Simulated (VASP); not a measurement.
Given:

```xyz
72
Lattice="4.6933 -8.1290 0.0000 4.6933 8.1290 0.0000 0.0000 0.0000 10.0192" Properties=species:S:1:pos:R:3 pbc="T T T"
Al     1.5616    -0.9045     2.5005
Al     1.5558     0.9008    10.0124
Al     1.5622    -0.9040     7.5044
Al     1.5548     0.9091     5.0016
Al     3.1141     1.8145     2.4932
Al     3.1258     3.6205    10.0122
Al     3.1213     1.8085     7.5248
Al     3.1167     3.6143     5.0023
Al     4.6919     4.5166     2.5004
Al     4.6919     6.3218    10.0146
Al     4.6910     4.5133     7.5044
Al     4.6897     6.3211     5.0034
Al     3.1266    -3.6131     2.5060
Al     3.1226    -1.8120    10.0132
Al     3.1264    -3.6150     7.5073
Al     3.1286    -1.8156     5.0022
Al     4.6902    -0.9161     2.4964
Al     4.6914     0.9028    10.0033
Al     4.6890    -0.9087     7.5245
Al     6.2667     1.8115     2.4956
Al     6.2585     3.6188    10.0140
Al     6.2584     1.8073     7.5247
Al     6.2628     3.6120     5.0021
Al     4.6911    -6.3239     2.5051
Al     4.6927    -4.5163    10.0174
Al     4.6903    -6.3225     7.5060
Al     4.6903    -4.5169     4.9970
Al     6.2571    -3.6110     2.5054
Al     6.2609    -1.8107    10.0146
Al     6.2539    -3.6125     7.5066
Al     6.2503    -1.8133     5.0028
Al     7.8214    -0.9035     2.5015
Al     7.8277     0.9015    10.0135
Al     7.8183    -0.9036     7.5064
Al     7.8228     0.9088     5.0032
N      1.5604    -0.9045     4.4237
N      1.5535     0.8967     1.9059
N      1.5608    -0.9052     9.4256
N      1.5595     0.9022     6.9285
N      3.0131     1.8710     4.3739
N      3.1274     3.6247     1.9053
N      3.1154     1.8133     9.4525
N      3.1246     3.6142     6.9294
N      4.6902     4.5153     4.4237
N      4.6914     6.3219     1.9143
N      4.6927     4.5178     9.4253
N      4.6899     6.3209     6.9251
N      3.1237    -3.6129     4.4222
N      3.1179    -1.8115     1.9069
N      3.1303    -3.6152     9.4278
N      3.1242    -1.8101     6.9291
N      4.6888    -1.0282     4.3774
N      4.6902     0.9034     1.9207
N      4.6914    -0.9167     9.4524
N      4.6891     0.9026     7.0776
N      6.3617     1.8674     4.3765
N      6.2559     3.6221     1.9073
N      6.2674     1.8123     9.4525
N      6.2561     3.6127     6.9289
N      4.6888    -6.3253     4.4214
N      4.6925    -4.5160     1.9185
N      4.6919    -6.3196     9.4265
N      4.6909    -4.5165     6.9226
N      6.2560    -3.6108     4.4217
N      6.2646    -1.8094     1.9079
N      6.2538    -3.6133     9.4271
N      6.2550    -1.8074     6.9296
N      7.8195    -0.9042     4.4246
N      7.8290     0.8972     1.9066
N      7.8228    -0.9047     9.4272
N      7.8208     0.9023     6.9298
Mg     4.6865     0.9039     4.9864
```

Method: HSE06 screened hybrid, VASP's PBE PAW potentials (set 64) (plane waves; VASP 6.6.1). Settings: PREC = Normal, LREAL = Auto, ISYM = 0, EDIFF = 1E-5, 400 eV cut-off, 1×1×1 Γ-centred mesh, Gaussian smearing of 0.050 eV, potentials Al N Mg. Starting moments (MAGMOM): 72*0.0139. The cell's moment is fixed (NUPDOWN = 1).

The supercell is sampled at Γ alone, which is coarse: total energies, pressure and levels can be off, energies of defects by several tenths of an eV.

**Question.** What does the run give for the cell moment, energy per atom (σ→0)?

**Answer.** 
* **cell moment**: 1.00 μB
* **energy per atom (σ→0)**: -8.611 eV/atom

**Question.** Give the moment on each site (PAW-sphere projection).

**Answer.** 
```csv
site,moment (μB)
Al1,0.00
Al2,0.00
Al3,0.00
Al4,0.00
Al5,0.00
Al6,0.00
Al7,0.00
Al8,0.00
Al9,0.00
Al10,0.00
Al11,0.00
Al12,0.00
Al13,0.00
Al14,0.00
Al15,0.00
Al16,0.00
Al17,0.00
Al18,0.00
Al19,0.00
Al20,0.00
Al21,0.00
Al22,0.00
Al23,0.00
Al24,0.00
Al25,0.00
Al26,0.00
Al27,0.00
Al28,0.00
Al29,0.00
Al30,0.00
Al31,0.00
Al32,0.00
Al33,0.00
Al34,0.00
Al35,0.00
N36,0.01
N37,0.02
N38,0.01
N39,0.01
N40,0.04
N41,0.02
N42,0.04
N43,0.01
N44,0.01
N45,0.00
N46,0.01
N47,0.01
N48,0.01
N49,0.02
N50,0.01
N51,0.01
N52,0.04
N53,0.01
N54,0.04
N55,0.16
N56,0.04
N57,0.02
N58,0.04
N59,0.01
N60,0.01
N61,0.01
N62,0.01
N63,0.01
N64,0.01
N65,0.02
N66,0.01
N67,0.01
N68,0.01
N69,0.02
N70,0.01
N71,0.01
Mg72,0.00
```

The absolute energy has meaning only against runs of the same code, potentials and settings.

The cell is a supercell with a defect, built from AlN (wurtzite): Mg_Al. The cell's shape comes from a PBE relaxation.
